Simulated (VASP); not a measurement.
Output of a VASP run:

### OUTCAR
```
 ion  position               nearest neighbor table
   1  0.333  0.667  0.250-   2 2.45   2 2.45   2 2.45   2 2.45   2 2.45   2 2.45
   2  0.667  0.333  0.750-   1 2.45   1 2.45   1 2.45   1 2.45   1 2.45   1 2.45
  LATTYP: Found a hexagonal cell.
 ALAT       =     2.4734220409
 C/A-ratio  =     1.6121924430
 Subroutine PRICEL returns:
 Original cell was already a primitive cell.
 Subroutine GETGRP returns: Found 24 space group operations
The static configuration has the point symmetry D_3d.
 The point group associated with its full space group is D_6h.
The dynamic configuration has the point symmetry D_3d.
The overall configuration has the point symmetry D_3d.
 Subroutine INISYM returns: Found 24 space group operations
 Subroutine IBZKPT returns following result:
 Found    165 irreducible k-points:

 Following reciprocal coordinates:
            Coordinates               Weight
  0.000000  0.000000  0.000000      1.000000
  0.058824 -0.000000  0.000000      6.000000
  0.117647  0.000000  0.000000      6.000000
  0.176471  0.000000  0.000000      6.000000
  0.235294  0.000000  0.000000      6.000000
  0.294118  0.000000  0.000000      6.000000
  0.352941 -0.000000  0.000000      6.000000
  0.411765 -0.000000  0.000000      6.000000
  0.470588  0.000000  0.000000      6.000000
  0.058824  0.058824  0.000000      6.000000
  0.117647  0.058824  0.000000     12.000000
  0.176471  0.058824  0.000000     12.000000
  0.235294  0.058824  0.000000     12.000000
  0.294118  0.058824  0.000000     12.000000
  0.352941  0.058824  0.000000     12.000000
  0.411765  0.058824  0.000000     12.000000
  0.470588  0.058824  0.000000      6.000000
  0.117647  0.117647  0.000000      6.000000
  0.176471  0.117647  0.000000     12.000000
  0.235294  0.117647  0.000000     12.000000
  0.294118  0.117647  0.000000     12.000000
  0.352941  0.117647  0.000000     12.000000
  0.411765  0.117647  0.000000     12.000000
  0.176471  0.176471  0.000000      6.000000
  0.235294  0.176471  0.000000     12.000000
  0.294118  0.176471  0.000000     12.000000
  0.352941  0.176471  0.000000     12.000000
  0.411765  0.176471  0.000000      6.000000
  0.235294  0.235294  0.000000      6.000000
  0.294118  0.235294  0.000000     12.000000
  0.352941  0.235294  0.000000     12.000000
  0.294118  0.294118  0.000000      6.000000
  0.352941  0.294118  0.000000      6.000000
  0.000000  0.000000  0.111111      2.000000
  0.058824 -0.000000  0.111111     12.000000
  0.117647  0.000000  0.111111     12.000000
  0.176471  0.000000  0.111111     12.000000
  0.235294  0.000000  0.111111     12.000000
  0.294118  0.000000  0.111111     12.000000
  0.352941 -0.000000  0.111111     12.000000
   k-points           NKPTS =    165   k-points in BZ     NKDIM =    165   number of bands    NBANDS=     15
   number of dos      NEDOS =    301   number of ions     NIONS =      2
   total plane-waves  NPLWV =   9720
   dimension x,y,z NGX =    18 NGY =   18 NGZ =   30
   dimension x,y,z NGXF=    36 NGYF=   36 NGZF=   60
   ions per type =               2
   PREC   = accura    normal or accurate (medium, high low for compatibility)
   ISTART =      0    job   : 0-new  1-cont  2-samecut
   ICHARG =      2    charge: 1-file 2-atom 10-const
   ISPIN  =      2    spin polarized calculation?
   LNONCOLLINEAR =      F non collinear calculations
   LSORBIT =      F    spin-orbit coupling
   INIWAV =      1    electr: 0-lowe 1-rand  2-diag
   ENCUT  =  520.0 eV  38.22 Ry    6.18 a.u.   4.60  4.60  7.41*2*pi/ulx,y,z
   NELM   =    100;   NELMIN=  2; NELMDL= -5     # of ELM steps
   EDIFF  = 0.1E-06   stopping-criterion for ELM
   LREAL  =      F    real-space projection
   NLSPLINE    = F    spline interpolate recip. space projectors
   LMAXMIX     =    4 max onsite mixed and CHGCAR
   VOSKOWN=      0    Vosko Wilk Nusair interpolation
   EDIFFG = -.1E-01   stopping-criterion for IOM
...
```

**OSZICAR**
```
       N       E                     dE             d eps       ncg     rms          rms(c)
DAV:   1     0.851852461483E+02    0.85185E+02   -0.83628E+03 10036   0.160E+03
DAV:   2    -0.965172251139E+01   -0.94837E+02   -0.87831E+02  9928   0.257E+02
DAV:   3    -0.118628172310E+02   -0.22111E+01   -0.21512E+01 11860   0.558E+01
DAV:   4    -0.118975071521E+02   -0.34690E-01   -0.34681E-01 14455   0.531E+00
DAV:   5    -0.118978240004E+02   -0.31685E-03   -0.31684E-03 12224   0.481E-01    0.150E+01
DAV:   6    -0.101886673523E+02    0.17092E+01   -0.13121E+01 10691   0.744E+01    0.703E+00
DAV:   7    -0.980584531222E+01    0.38282E+00   -0.18337E+00 11125   0.268E+01    0.375E+00
DAV:   8    -0.978871155785E+01    0.17134E-01   -0.19339E-02 13947   0.162E+00    0.193E+00
DAV:   9    -0.977338319448E+01    0.15328E-01   -0.43858E-03 14883   0.113E+00    0.660E-01
DAV:  10    -0.977400793639E+01   -0.62474E-03   -0.60788E-04 13679   0.369E-01    0.347E-01
DAV:  11    -0.977400466348E+01    0.32729E-05   -0.31283E-04 12202   0.275E-01    0.321E-02
DAV:  12    -0.977400157813E+01    0.30853E-05   -0.17006E-05 11663   0.379E-02    0.155E-02
DAV:  13    -0.977400011319E+01    0.14649E-05   -0.23466E-06 14780   0.226E-02    0.101E-02
DAV:  14    -0.977400054934E+01   -0.43615E-06   -0.41467E-07 11315   0.871E-03    0.408E-03
DAV:  15    -0.977400024438E+01    0.30497E-06   -0.62806E-08  5874   0.472E-03    0.143E-03
DAV:  16    -0.977400030877E+01   -0.64396E-07   -0.13872E-08  5538   0.209E-03
   1 F= -.97740003E+01 E0= -.97742901E+01  d E =-.977400E+01  mag=     3.1565
```

OUTCAR:
```
------------------------ aborting loop because EDIFF is reached ----------------------------------------
  FORCE on cell =-STRESS in cart. coord.  units (eV):
  Direction    XX          YY          ZZ          XY          YZ          ZX
  --------------------------------------------------------------------------------------
  Total       -0.0323582     -0.0323582     -0.0283281      0.0000000     -0.0000000     -0.0000000
  in kB       -2.4538737     -2.4538743     -2.1482562      0.0000000     -0.0000000     -0.0000000
  external PRESSURE =      -2.3520014 kB  Pullay stress =       0.0000000 kB
  volume of cell :       21.13
      direct lattice vectors                 reciprocal lattice vectors
     1.236710922 -2.142046378  0.000000000     0.404298200 -0.233421650  0.000000000
     1.236710922  2.142046378  0.000000000     0.404298200  0.233421650  0.000000000
     0.000000000  0.000000000  3.987632323     0.000000000  0.000000000  0.250775377
 POSITION                                       TOTAL-FORCE (eV/Angst)
 -----------------------------------------------------------------------------------
      1.23671      0.71402      0.99691         0.000000      0.000000      0.000000
      1.23671     -0.71402      2.99072        -0.000000      0.000000      0.000000
 -----------------------------------------------------------------------------------
    total drift:                               -0.000000     -0.000001     -0.000029
  FREE ENERGIE OF THE ION-ELECTRON SYSTEM (eV)
  ---------------------------------------------------
  free  energy   TOTEN  =        -9.7740003088 eV

  energy  without entropy=       -9.7748696158  energy(sigma->0) =       -9.77429008

 total charge

# of ion       s       p       d       tot
------------------------------------------
    1        0.498   0.539   7.297   8.333
    2        0.498   0.539   7.297   8.333
--------------------------------------------------
tot          0.995   1.077  14.593  16.666

 magnetization (x)

# of ion       s       p       d       tot
------------------------------------------
    1       -0.015  -0.048   1.650   1.586
    2       -0.015  -0.048   1.650   1.586
--------------------------------------------------
tot         -0.030  -0.097   3.299   3.173

 reached required accuracy - stopping structural energy minimisation
```
(Selected blocks of OUTCAR.)

**POSCAR**
```
Co
1
    1.2367109225    -2.1420463782     0.0000000000
    1.2367109225     2.1420463782     0.0000000000
    0.0000000000     0.0000000000     3.9876323226
Co
2
Direct
  0.3333330000   0.6666670000   0.2500000000
  0.6666670000   0.3333330000   0.7500000000
```

Q: Reconstruct the remaining input files.

A: This is not unique; one that fits is the input of the run itself, rev-vdW-DF2, plane waves, VASP's PBE PAW potentials (set 64).

INCAR:
```
SYSTEM=Co
ISPIN=2   # spin-polarised
ISIF=4   # ions and shape, fixed volume
PARAM2=0.7114
AGGAC=0.0
ISMEAR=1   # Methfessel-Paxton
LREAL=F
LUSE_VDW=T
SIGMA=0.1   # width (eV)
MAGMOM=1.6 1.6
LCHARG=F
NELM=100   # most electronic steps
PREC=Accurate
ALGO=Normal   # blocked Davidson
LASPH=T
IBRION=2
LMAXMIX=4
EDIFF=1E-7
GGA=MK
ZAB_VDW=-1.8867
PARAM1=0.1234568
LORBIT=10
LWAVE=F
NSW=30   # most ionic steps
ENCUT=520   # plane-wave cut-off (eV)
EDIFFG=-0.01
```

**KPOINTS**
```
K-points
0
G
  17 17 9
0 0 0
```

POTCAR, in this order: Co (PBE.64 set). Program: vasp_std.

The compound is Co in the hcp structure. It was relaxed first.
